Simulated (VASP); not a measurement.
Set up this calculation in VASP 6.6.1, as the native input.

- Task: band structure
- Functional: PW91
- Potentials or basis: VASP PAW PBE potentials, release 64 (Mo_sv, I)
- Cutoff: 520 eV
- k mesh: 7 × 7 × 7
- Occupations: fermi-dirac, width 0.05 eV
- Spin: no spin polarisation
- Further INCAR settings: ALGO = Fast; EDIFF = 1e-06

The structure of MoI lies in POSCAR:

```
MoI
1.0
    0.0000000000      3.1788513800      3.1788513800
    3.1788513800      0.0000000000      3.1788513800
    3.1788513800      3.1788513800      0.0000000000
Mo I
1 1
Direct
    0.0000000000      0.0000000000      0.0000000000
    0.7500000000      0.7500000000      0.7500000000
```

The cell was built by a generator and needn't be a form met in nature.

The input as run:

INCAR

```
PREC = Accurate
ENCUT = 520
EDIFF = 1E-6
ISMEAR = -1
SIGMA = 0.05
LREAL = F
LASPH = T
NELM = 100
ALGO = Fast
ISIF = 2
LWAVE = F
LCHARG = F
LMAXMIX = 4
GGA = 91
```

KPOINTS

```
Automatic mesh
0
Gamma
  7 7 7
```

KPOINTS_OPT

```
path GXWKGLUWLK,UX
20
line-mode
reciprocal
 0.0000000000  0.0000000000  0.0000000000  G
 0.5000000000  0.0000000000  0.5000000000  X

 0.5000000000  0.0000000000  0.5000000000  X
 0.5000000000  0.2500000000  0.7500000000  W

 0.5000000000  0.2500000000  0.7500000000  W
 0.3750000000  0.3750000000  0.7500000000  K

 0.3750000000  0.3750000000  0.7500000000  K
 0.0000000000  0.0000000000  0.0000000000  G

 0.0000000000  0.0000000000  0.0000000000  G
 0.5000000000  0.5000000000  0.5000000000  L

 0.5000000000  0.5000000000  0.5000000000  L
 0.6250000000  0.2500000000  0.6250000000  U

 0.6250000000  0.2500000000  0.6250000000  U
 0.5000000000  0.2500000000  0.7500000000  W

 0.5000000000  0.2500000000  0.7500000000  W
 0.5000000000  0.5000000000  0.5000000000  L

 0.5000000000  0.5000000000  0.5000000000  L
 0.3750000000  0.3750000000  0.7500000000  K

 0.6250000000  0.2500000000  0.6250000000  U
 0.5000000000  0.0000000000  0.5000000000  X
```

Potentials or basis: VASP PAW PBE potentials, release 64 (Mo_sv, I).

The run is started by

```sh
$ cat potpaw_PBE.64/Mo_sv/POTCAR potpaw_PBE.64/I/POTCAR > POTCAR
$ mpirun -np 1 vasp_std > vasp.out
```

Results of the run:

| Quantity | Value |
| --- | --- |
| Pressure | -7.3 GPa |
| Band gap along the path | none (metal or under the smearing width) |

Caveat: the PAW data sets were made with another functional, which shifts forces and pressure a little; spin-orbit coupling is left out, which moves the levels of the heavy elements; an odd number of electrons without spin polarisation forces a metal; a magnetic or distorted state may lie lower.

It took 83 s on 1 thread of AMD EPYC 9R45 96-Core Processor (Zen 5) (shared host), peak memory 0.18 GiB.
